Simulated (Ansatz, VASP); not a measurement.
# Na2Al2O in VASP and in Ansatz

Contents of INCAR:

```
ALGO     = Normal         # electronic algorithm
EDIFF    = 1E-6           # SCF threshold, eV
EDIFFG   = -0.01          # ionic threshold
ENCUT    = 600            # plane-wave cutoff, eV
GGA      = PE             # functional
IBRION   = 2              # ionic algorithm
ISIF     = 3              # what is computed and relaxed
ISMEAR   = 0              # smearing method
LASPH    = T              # aspherical terms in the spheres
LCHARG   = F              # write CHGCAR
LREAL    = F              # projectors in reciprocal space
LWAVE    = F              # write WAVECAR
NELM     = 100            # most SCF steps
NSW      = 100            # ionic steps
PREC     = Accurate       # precision mode
SIGMA    = 0.1            # smearing width, eV
```

The input KPOINTS:

```
k-points
0
Gamma
  12 12 4
```

POSCAR

```
Na2Al2O
1.0
    3.0121207813      0.0000000000      0.0000000000
   -1.5060603907      2.6085731159      0.0000000000
    0.0000000000      0.0000000000     11.4639881097
Na Al O
2 2 1
Direct
    0.6666666667      0.3333333333      0.3606969560
    0.3333333333      0.6666666667      0.6393030440
    0.6666666667      0.3333333333      0.8771936269
    0.3333333333      0.6666666667      0.1228063731
    0.0000000000      0.0000000000      0.0000000000
```

Input for Ansatz:

```yaml
crystal:
  lattice:
    - [3.0121207813, 0.0, 0.0]
    - [-1.5060603907, 2.6085731159, 0.0]
    - [0.0, 0.0, 11.4639881097]
  atoms:
    - { symbol: Na, position: [0.6666666667, 0.3333333333, 0.360696956] }
    - { symbol: Na, position: [0.3333333333, 0.6666666667, 0.639303044] }
    - { symbol: Al, position: [0.6666666667, 0.3333333333, 0.8771936269] }
    - { symbol: Al, position: [0.3333333333, 0.6666666667, 0.1228063731] }
    - { symbol: O, position: [0.0, 0.0, 0.0] }
basis:
  ecutwfc: 420
kpoints:
  mp_grid: { grid: [12, 12, 4] }
hamiltonian:
  xc: pbe
scf:
  occupations: { method: gaussian, width: 0.1 }
output:
  forces: true
  stress: true
  eigenvalues: true
relax:
  adjacent_minimum: "off"
  f_tol: 0.01
  max_steps: 80
  cell: { stress_tol: 0.05 }
```

Change from the starting cell: species swapped into the TbAl2Ge2 type (P-3m1, No. 164).

Alike in both runs: task relaxation of cell and atoms; functional PBE; k mesh 12 × 12 × 4; occupations gaussian, width 0.1 eV; no spin polarisation.

|  | VASP | Ansatz |
| --- | --- | --- |
| version | VASP 6.6.1 | Ansatz 0.2.0 |
| potentials or method | VASP PAW PBE potentials, release 64 (Na_pv, Al, O) | scalar-relativistic, plane waves, PAW |
| plane-wave cutoff (eV) | 600 | 420 |
| valence electrons in the cell | 26 | 30 |

|  | VASP | Ansatz | Ansatz less VASP |
| --- | --- | --- | --- |
| gap on the k mesh at the Fermi level, each at its own relaxed structure (eV) | none | none | - |
| relaxed volume (Å³/atom) | 17.88 | 17.90 | +0.023 |
| relaxed cell length with the largest relative difference (Å) | 11.346 | 11.352 | +0.0061 |

A gap of «none» marks a metal or a gap that the smearing closes. The two sets of potentials don't hold the same shells in valence.
